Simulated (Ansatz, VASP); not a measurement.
# Two plane-wave programs on Ta3PbO

Contents of INCAR:

```
ALGO = Normal
EDIFF = 1E-7
EDIFFG = -0.01
ENCUT = 600
GGA = PE
IBRION = 2
ISIF = 3
ISMEAR = 0
LASPH = T
LCHARG = F
LREAL = F
LWAVE = F
NELM = 100
NSW = 100
PREC = Accurate
SIGMA = 0.1
```

Contents of KPOINTS:

```
k-points
0
Gamma
  10 10 10
```

The input POSCAR:

```
Ta3PbO
1.0
    4.3477136153      0.0000000000      0.0000000000
    0.0000000000      4.3477136153      0.0000000000
    0.0000000000      0.0000000000      4.3477136153
Ta Pb O
3 1 1
Direct
    0.5000000000      0.0000000000      0.0000000000
    0.0000000000      0.5000000000      0.0000000000
    0.0000000000      0.0000000000      0.5000000000
    0.5000000000      0.5000000000      0.5000000000
    0.0000000000      0.0000000000      0.0000000000
```

Input for Ansatz:

```yaml
crystal:
  lattice:
    - [4.3477136153, 0.0, 0.0]
    - [0.0, 4.3477136153, 0.0]
    - [0.0, 0.0, 4.3477136153]
  atoms:
    - { symbol: Ta, position: [0.5, 0.0, 0.0] }
    - { symbol: Ta, position: [0.0, 0.5, 0.0] }
    - { symbol: Ta, position: [0.0, 0.0, 0.5] }
    - { symbol: Pb, position: [0.5, 0.5, 0.5] }
    - { symbol: O, position: [0.0, 0.0, 0.0] }
basis:
  ecutwfc: 420
kpoints:
  mp_grid: { grid: [10, 10, 10] }
hamiltonian:
  xc: pbe
scf:
  occupations: { method: gaussian, width: 0.1 }
output:
  forces: true
  stress: true
  eigenvalues: true
  write_density: true
  write_potential: true
  elf: true
  volumetric_format: npy
relax:
  adjacent_minimum: "off"
  f_tol: 0.01
  max_steps: 80
  cell: { stress_tol: 0.05 }
```

Alike in both runs: task relaxation of cell and atoms; functional PBE; k mesh 10 × 10 × 10; occupations gaussian, width 0.1 eV; no spin polarisation.

|  | VASP | Ansatz |
| --- | --- | --- |
| version | VASP 6.6.1 | Ansatz 0.2.0 |
| potentials or method | VASP PAW PBE potentials, release 64 (Ta_pv, Pb_d, O) | scalar-relativistic, plane waves, PAW |
| plane-wave cutoff (eV) | 600 | 420 |
| valence electrons in the cell | 53 | 59 |

VASP gave:

| Property | Result |
| --- | --- |
| gap on the k mesh at the Fermi level, each at its own relaxed structure (eV) | none |
| relaxed volume (Å³/atom) | 16.41 |
| relaxed cell length with the largest relative difference (Å) | 4.345 |

What did Ansatz give for the same quantities?

gap on the k mesh at the Fermi level, each at its own relaxed structure (eV): none; relaxed volume (Å³/atom): 16.39; relaxed cell length with the largest relative difference (Å): 4.343.

A gap of «none» marks a metal or a gap that the smearing closes. The two sets of potentials don't hold the same shells in valence.

Caveats: an odd number of electrons without spin polarisation forces a metal; a magnetic or distorted state may lie lower. The runs have no spin-orbit coupling, so splittings on Pb, Ta are missing.
